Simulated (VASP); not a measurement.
Input:

```
CELL_PARAMETERS angstrom
      2.52771     1.45938     2.80851
     -2.52771     1.45938     2.80851
      0.00000    -2.91875     2.80851
ATOMIC_POSITIONS crystal
  Ag 0.99804 0.99804 0.99804
  N  0.57411 0.57411 0.57411
  O  0.43488 0.43488 0.85948
  O  0.85948 0.43488 0.43488
  O  0.43488 0.85948 0.43488
```

Calculation: PBEsol GGA, VASP's PBE PAW potentials (set 64) (plane waves; VASP). Run with 400 eV cut-off, 6×6×6 Γ-centred mesh, Fermi-Dirac smearing of 0.010 eV, potentials Ag N O.

At this cut-off the stress carries a Pulay error, which pulls relaxed volumes low. Energy and stress use the plane-wave basis of the starting cell.

Question: The ions, cell shape and volume are relaxed. Give the cell that the relaxation ends in.

Answer: 
```
CELL_PARAMETERS angstrom
      2.48721     1.43599     2.63605
     -2.48721     1.43599     2.63605
      0.00000    -2.87198     2.63605
ATOMIC_POSITIONS crystal
  Ag 0.99603 0.99603 0.99603
  N  0.57433 0.57433 0.57433
  O  0.43038 0.43038 0.87026
  O  0.87026 0.43038 0.43038
  O  0.43038 0.87026 0.43038
```
Space group R3m (160), at a tolerance of 0.03 Å.

Question: How do energy and volume change from the first to the last step?

Answer: The energy (σ→0) changes by -43.0 meV/atom and the volume by -9.1 %, in 24 ionic steps.

The structure comes from a computed database's AgNO3 entry (R3m); how it stands against other phases isn't given here. This run relaxes it. Symmetry was kept, so distortions that lower it aren't found. The run is one of a series of settings (EDIFFG = -0.01, IBRION = 2, ISIF = 3, NSW = 50 against the base run), some of them coarse on purpose.
